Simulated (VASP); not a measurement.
A convergence study with VASP on CuCl (zinc blende): one setting is varied, all else stays as given below, so the limit is that of these other settings.

```xyz
2
Lattice="0.0000 2.7050 2.7050 2.7050 0.0000 2.7050 2.7050 2.7050 0.0000" Properties=species:S:1:pos:R:3 pbc="T T T"
Cu     0.0000     0.0000     0.0000
Cl     1.3525     1.3525     1.3525
```

Computed with PBE GGA, VASP's PBE PAW potentials (set 64) (plane waves; VASP). The tightest run used: 550 eV cut-off, 17×17×17 Γ-centred mesh, Gaussian smearing of 0.050 eV, potentials Cu Cl.

The settings run are 1×1×1 mesh; 2×2×2 mesh; 3×3×3 mesh; 5×5×5 mesh; 6×6×6 mesh; 7×7×7 mesh; 8×8×8 mesh; 10×10×10 mesh; 11×11×11 mesh; 12×12×12 mesh; 13×13×13 mesh; 14×14×14 mesh; 16×16×16 mesh; 17×17×17 mesh. From which on does the stress (every component) stay within 0.1 GPa of the tightest run?

From 5×5×5 mesh on: it is off by 0.02 there and by no more than 0.1 in any finer run, while 3×3×3 mesh is off by 0.61.
```csv
setting,E (eV/atom),pressure (GPa),irreducible k-points,difference judged (GPa)
1×1×1 mesh,1.0739,50.30,1,49.78
2×2×2 mesh,-2.9352,3.53,3,3.00
3×3×3 mesh,-3.1342,1.14,4,0.61
5×5×5 mesh,-3.1696,0.54,10,0.02
6×6×6 mesh,-3.1707,0.53,16,0.01
7×7×7 mesh,-3.1710,0.53,20,0.00
8×8×8 mesh,-3.1711,0.53,29,0.00
10×10×10 mesh,-3.1712,0.53,47,0.00
11×11×11 mesh,-3.1712,0.53,56,0.00
12×12×12 mesh,-3.1712,0.53,72,0.00
13×13×13 mesh,-3.1712,0.53,84,0.00
14×14×14 mesh,-3.1712,0.53,104,0.00
16×16×16 mesh,-3.1712,0.53,145,0.00
17×17×17 mesh,-3.1712,0.53,165,0.00
```

Left out are rungs that failed or repeat a setting and relaxations that didn't move; long series are thinned to 24 rows.

The compound is CuCl in the zinc blende structure. The cell was not relaxed at this level.
